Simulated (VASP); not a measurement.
Given:

```
CELL_PARAMETERS angstrom
      0.00000     2.79979     2.79979
      2.79979     0.00000     2.79979
      2.79979     2.79979     0.00000
ATOMIC_POSITIONS crystal
  Ca 0.00000 0.00000 0.00000
```

Method: revPBE GGA, VASP's PBE PAW potentials (set 64) (plane waves; VASP 6.6.1). Run with 520 eV cut-off, Gaussian smearing of 0.050 eV, potentials Ca_sv.

**Question.** Give the energies of bands 5 to 8 at the high-symmetry points, in eV from the Fermi level.

**Answer.** 
```json
[
 {"band": "5", "Γ": "-3.94", "X": "-0.40", "U": "0.06", "L": "-0.94", "W": "0.23"},
 {"band": "6", "Γ": "2.34", "X": "0.64", "U": "0.45", "L": "-0.20", "W": "0.70"},
 {"band": "7", "Γ": "2.34", "X": "0.90", "U": "0.80", "L": "2.22", "W": "0.70"},
 {"band": "8", "Γ": "2.34", "X": "4.00", "U": "3.21", "L": "2.22", "W": "2.52"}
]
```

It has no gap at this level: it comes out as a metal or semimetal.

The compound is Ca in the fcc structure. It was relaxed first.
